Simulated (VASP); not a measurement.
# A VASP study of MgO (PBE + D3(BJ)): structure first, properties next, part 6 of 6

Aim: relax MgO with PBE + D3(BJ), compute its properties on that cell and hold them against experiment. The start is a cell from a database of measured crystal structures.

VASP 6.6.1, plane waves and PAW; the level of theory is named at each step.

So far, least gap on mesh and path (eV): step 4 (bands along the symmetry lines (PBE + D3(BJ)), PBE with D3(BJ)) 4.80; step 11 (bands along the symmetry lines (HSE06)) 6.54.

### Step 12. Band structure (TB-mBJ)

This step: TB-mBJ; plane waves and PAW (Mg, O) (VASP 6.6.1).

Levels along the symmetry lines show where the bands peak and cross; KPOINTS_OPT computes them in the converged potential. TB-mBJ is a local potential fitted to gaps: it costs far less than a hybrid but gives no energy.

Input file INCAR:

```
SYSTEM = MgO
PREC = Accurate
ENCUT = 520
EDIFF = 1E-06
NELM = 150
ISMEAR = 0
SIGMA = 0.05
LREAL = .FALSE.
ALGO = Normal
METAGGA = MBJ
LASPH = .TRUE.
NBANDS = 16
LORBIT = 11
LWAVE = .FALSE.
LCHARG = .FALSE.
KPAR = 2
```

Input file POSCAR:

```
MgO
1.0
    0.0000000000      2.1006853663      2.1006853663
    2.1006853663      0.0000000000      2.1006853663
    2.1006853663      2.1006853663      0.0000000000
Mg O
1 1
Direct
    0.0000000000      0.0000000000      0.0000000000
    0.5000000000      0.5000000000      0.5000000000
```

Input file KPOINTS:

```
Automatic mesh
0
Gamma
9 9 9
0 0 0
```

Input file KPOINTS_OPT:

```
Line mode
16
Line-mode
Reciprocal
  0.00000000   0.00000000   0.00000000 GAMMA
  0.50000000   0.00000000   0.50000000 X

  0.50000000   0.00000000   0.50000000 X
  0.50000000   0.25000000   0.75000000 W

  0.50000000   0.25000000   0.75000000 W
  0.37500000   0.37500000   0.75000000 K

  0.37500000   0.37500000   0.75000000 K
  0.00000000   0.00000000   0.00000000 GAMMA

  0.00000000   0.00000000   0.00000000 GAMMA
  0.50000000   0.50000000   0.50000000 L

  0.50000000   0.50000000   0.50000000 L
  0.62500000   0.25000000   0.62500000 U

  0.62500000   0.25000000   0.62500000 U
  0.50000000   0.25000000   0.75000000 W

  0.50000000   0.25000000   0.75000000 W
  0.50000000   0.50000000   0.50000000 L

  0.50000000   0.50000000   0.50000000 L
  0.37500000   0.37500000   0.75000000 K

  0.62500000   0.25000000   0.62500000 U
  0.50000000   0.00000000   0.50000000 X
```

Potentials, in the order of the species: Mg and O (PBE family, release 64).

Run with:

```
mpirun -np 2 vasp_std
```

The log of the run:

```text
[banner, memory and clock lines left out]
running    2 mpi-ranks, on    1 nodes
 distrk:  each k-point on    1 cores,    2 groups
 distr:  one band on    1 cores,    1 groups

 POSCAR found type information on POSCAR MgO
 POSCAR found :  2 types and       2 ions
|                                                                             |
|               ----> ADVICE to this user running VASP <----                  |
|                                                                             |
|     You enforced a specific xc type in the INCAR file but a different       |
|     [... a line on the potential file left out ...]
|     I HOPE YOU KNOW WHAT YOU ARE DOING!                                     |
|                                                                             |

 LDA part: xc-table for (None), standard interpolation
 POSCAR, INCAR and KPOINTS ok, starting setup
 FFT: planning ... GRIDC
 FFT: planning ... GRID_SOFT
 FFT: planning ... GRID
 WAVECAR not read
 entering main loop
       N       E                     dE             d eps       ncg     rms          rms(c)
DAV:   1     0.530391435455E+02    0.53039E+02   -0.41589E+03  1192   0.444E+02
DAV:   2     0.217160526329E+02   -0.31323E+02   -0.30474E+02  1488   0.122E+02
DAV:   3     0.210780992691E+02   -0.63795E+00   -0.63769E+00  1328   0.138E+01
DAV:   4     0.210768959316E+02   -0.12033E-02   -0.12033E-02  1456   0.672E-01
DAV:   5     0.210768928767E+02   -0.30549E-05   -0.30549E-05  1376   0.311E-02    0.778E+00
DAV:   6     0.225176546586E+02    0.14408E+01   -0.16887E+01  1200   0.250E+01    0.427E+00
DAV:   7     0.223171892797E+02   -0.20047E+00   -0.52578E+00  1216   0.800E+00    0.298E+00
DAV:   8     0.258031547528E+02    0.34860E+01   -0.93268E+00  1136   0.143E+01    0.548E+00
DAV:   9     0.250139507776E+02   -0.78920E+00   -0.14909E+01  1192   0.146E+01    0.132E+00
DAV:  10     0.258251630260E+02    0.81121E+00   -0.65846E+00  1200   0.829E+00    0.215E+00
DAV:  11     0.253804468294E+02   -0.44472E+00   -0.16641E+00  1216   0.411E+00    0.187E-01
DAV:  12     0.254819873621E+02    0.10154E+00   -0.49475E-01  1200   0.227E+00    0.830E-01
DAV:  13     0.254016569858E+02   -0.80330E-01   -0.88789E-02  1208   0.977E-01    0.302E-01
DAV:  14     0.253867346907E+02   -0.14922E-01   -0.22076E-02  1232   0.547E-01    0.358E-01
DAV:  15     0.253344135218E+02   -0.52321E-01   -0.16892E-03  1272   0.188E-01    0.241E-01
DAV:  16     0.252841983842E+02   -0.50215E-01   -0.18480E-03  1248   0.233E-01    0.180E-01
DAV:  17     0.252371557571E+02   -0.47043E-01   -0.51260E-04  1416   0.139E-01    0.139E-01
DAV:  18     0.251967292576E+02   -0.40426E-01   -0.44987E-04  1248   0.136E-01    0.888E-02
DAV:  19     0.251750486997E+02   -0.21681E-01   -0.25578E-04  1352   0.822E-02    0.810E-02
DAV:  20     0.251419826521E+02   -0.33066E-01   -0.29372E-04  1232   0.108E-01    0.299E-02
DAV:  21     0.251311434827E+02   -0.10839E-01   -0.28240E-04  1296   0.717E-02    0.370E-02
DAV:  22     0.251128749527E+02   -0.18269E-01   -0.11747E-04  1192   0.632E-02    0.236E-03
DAV:  23     0.251098204698E+02   -0.30545E-02   -0.12094E-04  1256   0.411E-02    0.125E-02
DAV:  24     0.251076932150E+02   -0.21273E-02   -0.17482E-05  1208   0.160E-02    0.529E-03
DAV:  25     0.251104110127E+02    0.27178E-02   -0.74028E-06  1224   0.108E-02    0.121E-02
DAV:  26     0.251101085682E+02   -0.30244E-03   -0.60672E-06  1240   0.881E-03    0.901E-03
DAV:  27     0.251093012832E+02   -0.80729E-03   -0.13476E-06  1192   0.541E-03    0.799E-03
DAV:  28     0.251045489576E+02   -0.47523E-02   -0.71809E-06  1192   0.162E-02    0.515E-04
DAV:  29     0.251043888564E+02   -0.16010E-03   -0.76997E-06  1256   0.107E-02    0.345E-03
DAV:  30     0.251030542655E+02   -0.13346E-02   -0.25781E-06   864   0.625E-03    0.312E-04
[...]
DAV:  35     0.251025990345E+02    0.76658E-04   -0.90812E-08   560   0.107E-03    0.192E-04
DAV:  36     0.251024893235E+02   -0.10971E-03   -0.26734E-08   560   0.579E-04    0.135E-04
DAV:  37     0.251025415648E+02    0.52241E-04   -0.11642E-08   560   0.364E-04    0.659E-05
DAV:  38     0.251025005947E+02   -0.40970E-04   -0.49080E-09   560   0.237E-04    0.702E-05
DAV:  39     0.251025093160E+02    0.87213E-05   -0.18531E-09   560   0.135E-04    0.882E-06
DAV:  40     0.251024942212E+02   -0.15095E-04   -0.49646E-10   560   0.792E-05    0.492E-05
DAV:  41     0.251025050853E+02    0.10864E-04   -0.27421E-10   560   0.576E-05    0.137E-05
DAV:  42     0.251025066762E+02    0.15910E-05   -0.13390E-10   560   0.425E-05    0.210E-05
DAV:  43     0.251025147277E+02    0.80514E-05   -0.29984E-11   560   0.297E-05    0.406E-06
DAV:  44     0.251025133438E+02   -0.13838E-05   -0.32823E-11   560   0.207E-05    0.131E-05
DAV:  45     0.251025169183E+02    0.35745E-05   -0.18150E-11   560   0.162E-05    0.307E-06
DAV:  46     0.251025173537E+02    0.43537E-06   -0.10100E-11   560   0.126E-05
   1 F= 0.25102517E+02 E0= 0.25102517E+02  d E =-.632653E-18
 Start KPOINTS_OPT (optional k-point list driver)
k-point batch [1-35\160]
       N       E                     dE             ncg
DAV:   1     0.613457193804E+03   -0.10307E+05     1208
DAV:   2    -0.482482428495E+03   -0.10959E+04     1496
DAV:   3    -0.504436245859E+03   -0.21954E+02     1432
DAV:   4    -0.504497583194E+03   -0.61337E-01     1472
DAV:   5    -0.504497829082E+03   -0.24589E-03     1392
DAV:   6    -0.504497830277E+03   -0.11945E-05     1440
DAV:   7    -0.504497830288E+03   -0.11351E-07     1096
[...]
k-point batch [141-160\160]
       N       E                     dE             ncg
DAV:   1     0.547889000099E+04   -0.75347E+04      680
DAV:   2     0.485710221021E+04   -0.62179E+03      896
DAV:   3     0.484587877394E+04   -0.11223E+02      832
DAV:   4     0.484584625364E+04   -0.32520E-01      800
DAV:   5     0.484584612573E+04   -0.12791E-03      816
DAV:   6     0.484584612517E+04   -0.56073E-06      816
```

Run time: 90 s. Hardware: 2 MPI ranks of AMD EPYC 7R43, shared host; peak memory 0.22 GiB.

Parts of OUTCAR (step 12):

```text
   NELECT =       8.0000    total number of electrons

 E-fermi :   4.0472

 k-point     1 :       0.0000    0.0000    0.0000
  band No.  band energies     occupation
      1     -14.5121      2.00000
      2       3.7606      2.00000
      3       3.7606      2.00000
      4       3.7607      2.00000
      5      10.6041      0.00000
      6      21.6908      0.00000
      7      21.6908      0.00000
      8      21.6908      0.00000
      9      26.3738      0.00000
    ...

  Total       23.5612088     23.5612088     23.5612088     -0.0000000     -0.0000000      0.0000000
  in kB     2036.0813476   2036.0813476   2036.0813476     -0.0000000     -0.0000000      0.0000000
  external PRESSURE =    2036.0813476 kB  Pullay stress =       0.0000000 kB

 POSITION                                       TOTAL-FORCE (eV/Angst)
 -----------------------------------------------------------------------------------
      0.00000      0.00000      0.00000         0.000000      0.000000      0.000000
      2.10069      2.10069      2.10069        -0.000000     -0.000000      0.000000
 -----------------------------------------------------------------------------------
    total drift:                               -0.000000     -0.000000      0.000000

  FREE ENERGIE OF THE ION-ELECTRON SYSTEM (eV)
  ---------------------------------------------------
  free  energy   TOTEN  =        25.1025173537 eV

  energy  without entropy=       25.1025173537  energy(sigma->0) =       25.10251735

[... 8 parts as in an earlier step ...]

[... 9 further parts left out ...]
```

This functional is a potential without an energy, so its energies, forces and stress mean nothing and are not read.

This step gave:

- SCF cycles: 46
- bands: 16
- irreducible k-points: 35
- Fermi energy: 4.047 eV
- least gap on mesh and path: 6.843 eV
- least direct gap on mesh and path: 6.843 eV

The electronic bands at the labelled points (eV, zero at the valence-band top; v1 is the highest filled band, c1 the lowest empty one):

| point | v3 | v2 | v1 | c1 | c2 |
| --- | --- | --- | --- | --- | --- |
| Γ | 0.00 | 0.00 | 0.00 | 6.84 | 17.93 |
| 0.53 of the way | -2.40 | -0.71 | -0.71 | 10.41 | 13.28 |
| X | -3.53 | -1.20 | -1.20 | 11.51 | 12.34 |
| 0.47 of the way | -3.30 | -1.59 | -1.35 | 12.23 | 13.11 |
| W | -2.53 | -2.53 | -1.53 | 13.99 | 13.99 |
| 0.47 of the way | -2.87 | -2.31 | -1.30 | 13.04 | 14.32 |
| K | -3.01 | -2.32 | -1.02 | 12.41 | 14.15 |
| 0.47 of the way | -2.65 | -1.13 | -0.41 | 10.53 | 14.27 |
| Γ | 0.00 | 0.00 | 0.00 | 6.84 | 17.93 |
| 0.53 of the way | -2.45 | -0.34 | -0.34 | 9.33 | 14.86 |
| L | -3.98 | -0.59 | -0.59 | 10.17 | 15.08 |
| 0.53 of the way | -3.51 | -1.58 | -0.78 | 11.64 | 14.68 |
| U | -3.01 | -2.32 | -1.02 | 12.41 | 14.15 |
| 0.53 of the way | -2.87 | -2.31 | -1.30 | 13.04 | 14.32 |
| W | -2.53 | -2.53 | -1.53 | 13.99 | 13.99 |
| 0.47 of the way | -3.37 | -1.75 | -0.92 | 12.09 | 14.55 |
| L | -3.98 | -0.59 | -0.59 | 10.17 | 15.08 |
| 0.47 of the way | -3.62 | -1.39 | -0.74 | 11.36 | 14.76 |
| K | -3.01 | -2.32 | -1.02 | 12.41 | 14.15 |
| jump to U | -3.01 | -2.32 | -1.02 | 12.41 | 14.15 |
| 0.47 of the way | -3.38 | -1.61 | -1.15 | 11.90 | 12.92 |
| X | -3.53 | -1.20 | -1.20 | 11.51 | 12.34 |

Of the projections kept (Mg, O), the largest for each band there; the rest of the weight can lie on other orbitals:

| point | v3 | v2 | v1 | c1 | c2 |
| --- | --- | --- | --- | --- | --- |
| Γ | O 0.98 | O 0.98 | O 0.98 | Mg 0.51 | Mg 1.00 |
| X | O 0.88 | O 0.94 | O 0.94 | Mg 1.00 | Mg 0.90 |
| W | O 0.90 | O 0.90 | O 0.92 | O 0.64 | O 0.64 |
| K | O 0.89 | O 0.90 | O 0.95 | Mg 0.69 | Mg 0.70 |
| Γ | O 0.98 | O 0.98 | O 0.98 | Mg 0.51 | Mg 1.00 |
| L | O 0.84 | O 0.97 | O 0.97 | Mg 0.64 | O 0.69 |

The electronic bands as a text plot (rows in eV, shown from -4.0 to 12.1 only):

```
   11.8 |      +++++       ++                        +     +   ++
   11.1 |     +                             +         +   +
   10.4 |    +               +          ++++           +++
    9.7 |                              +
    9.1 |   +                 +       +
    8.4 |                      +     +
    7.7 | ++                    +   +
    7.1 |+                       +++
    6.4 |
    5.7 |
    5.1 |
    4.4 |
    3.7 |
    3.1 |
    2.4 |
    1.7 |
    1.0 |
    0.4 |
   -0.3 |****               ***************             **
   -1.0 |  * ******     **** ** *   *      ******   **** ********
   -1.6 |   *      *****    *  *     *      **   *** *     *   *
   -2.3 |    *       *******  *       *       *******       ***
   -3.0 |     **    **********         *     ***** **       ***
   -3.6 |       ****                    *****        *******   **
         Γ       X    W  K        Γ      L     U  W     L   K|U X
```

The gap moves by +2.04 eV against PBE with D3(BJ).

### Step 13. Summary of results

- relaxed volume: 9.270 Å³/atom
- relaxed conventional cell a, b, c: 4.201, 4.201, 4.201 Å
- space group after relaxing, within 0.02 Å: Fm-3m (No. 225)
- band gap: 4.80 eV, direct
- gap among the points of the DOS mesh alone, an upper bound: 4.80 eV
- highest zone-centre mode: 402 cm⁻¹
- static dielectric constant from modes and Born charges, mean: 9.69
- LO mode by the Lyddane-Sachs-Teller relation: 708 cm⁻¹
- electronic dielectric constant, mean: 3.12
- strongest peak of ε2, mean over directions: 11.3 eV
- ε1 at zero frequency, no local fields, mean: 3.16
- shallowest level of the frozen cores: Mg1 2p, 39.1 eV deep
- band gap (HSE06): 6.54 eV, direct
- band gap (TB-mBJ): 6.84 eV, direct

With PBE + D3(BJ), MgO relaxes to 9.270 Å³/atom in space group Fm-3m (held by the symmetry of the run) and has a direct gap of 4.80 eV (6.54 eV with HSE06). Against the listed cell the volume lies -0.8 %. Dielectric tensor and Born charges (PBE + D3(BJ)): The electronic dielectric tensor with local fields is isotropic, 3.12. Dielectric tensor and Born charges (PBE + D3(BJ)): Mean Born effective charge: Mg1 1.97, O2 -1.97 e. Bands along the symmetry lines (HSE06): On this path the gap is direct, 6.54 eV, with the valence top at Γ and the conduction bottom at Γ. Band structure (TB-mBJ): The path shows a direct gap of 6.84 eV (valence top at Γ, conduction bottom at Γ). The other levels ran on the cell relaxed with PBE + D3(BJ), and without spin-orbit coupling unless named. Semilocal functionals usually underestimate gaps. Modes at Γ alone can't show that the crystal is stable at other wave vectors, and the LO-TO splitting is not included. No search among competing phases was made, and a listed structure need not be the one stable at ambient conditions. All values are for a static lattice at zero temperature.

Computed beside measured:

| quantity | measured | PBE with D3(BJ) | HSE06 | TB-mBJ |
| --- | --- | --- | --- | --- |
| lattice constant a (Å) | 4.212 | 4.201 (-0.3 %) | - | - |
| band gap (least gap) (eV) | 7.83 | 4.80 (-3.03 eV) | 6.54 (-1.29 eV) | 6.84 (-0.99 eV) |
| ε∞ (mean of the tensor) | 2.95 | 3.12 (+5.8 %) | - | - |
| infrared mode, TO phonon at Gamma (T1u) (cm⁻¹) | 396.5 | 402 (+1.5 %) | - | - |

Cost of the run behind each value, in core time: PBE with D3(BJ) 64 s, HSE06 23 min, TB-mBJ 3 min.

Measured values from arxiv:1901.10525 (2019), arxiv:0908.1581 (2009) and arxiv:0704.2267 (2007).

**Verdict.** The lattice constant a is off by -0.3 %: good agreement. For the band gap, of the levels listed nearest comes TB-mBJ (-0.99 eV, fair agreement) and farthest PBE with D3(BJ) (-3.03 eV, a clear miss). Zero-point and thermal motion shift the measured gap. The ε∞ is off by +5.8 %: good agreement. The infrared mode is off by +1.5 %: good agreement. The grades are ours: good and fair within 0.7 and 1.5 % for the lattice constant a, 7 and 18 % for the ε∞ and 3 and 7 % for the infrared mode. For lattice constants and infrared mode the calculation has a static lattice, without zero-point motion or thermal expansion (measured at up to 295 K).

[Lines on the potential files, build, host, timing and source positions are cut from VASP's logs without a mark.]

[Logs are printed without paths, hosts, clocks, repeated set-up lines and the standing remarks that a program may print on its own settings, such as how far it seeks lower states.]

[Hosts, paths, dates, database ids (printed as entryN), source tags and the programs' standing remarks are cut or masked in the printed files.]

[A measured line is paired with the nearest computed mode of its activity, which favours agreement.]
